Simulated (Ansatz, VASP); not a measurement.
**One calculation of Ba3C, two programs**

```xyz
4
Lattice="4.9162 0.0000 0.0000 0.0000 4.9162 0.0000 0.0000 0.0000 23.9162" Properties=species:S:1:pos:R:3 pbc="T T T"
Ba    2.4581    2.4581    8.5000
Ba    0.0000    0.0000   10.1988
Ba    2.4581    2.4581   12.5581
C     0.0000    2.4581   11.1532
```

Alike in both runs: functional PBE; dispersion D3(BJ); k mesh 6 × 6 × 1; occupations gaussian, width 0.1 eV; no spin polarisation.

Ansatz relaxed the structure, and its values are those at the end. VASP's run is a single point on that final structure, the one shown.

```csv
,VASP,Ansatz
version,VASP 6.6.1,Ansatz 0.2.0
potentials or method,"VASP PAW PBE potentials, release 64 (Ba_sv, C)","scalar-relativistic, plane waves, PAW"
plane-wave cutoff (eV),520,420
valence electrons in the cell,34,34
```

|  | VASP | Ansatz | Ansatz less VASP |
| --- | --- | --- | --- |
| gap on the k mesh at the Fermi level (eV) | none | none | - |
| rms of the force components (eV/Å) | 0.055 | 0.002 | -0.0533 |
| work function, face that differs most (eV) | 1.94 | 2.07 | +0.124 |

A gap of «none» marks a metal or a gap that the smearing closes. The functional is the same, so the differences come from potentials, cutoffs and numerics. Ansatz warned: «xc_potential_rough_in_thin_density».

The runs have no spin-orbit coupling, so splittings on Ba are missing.
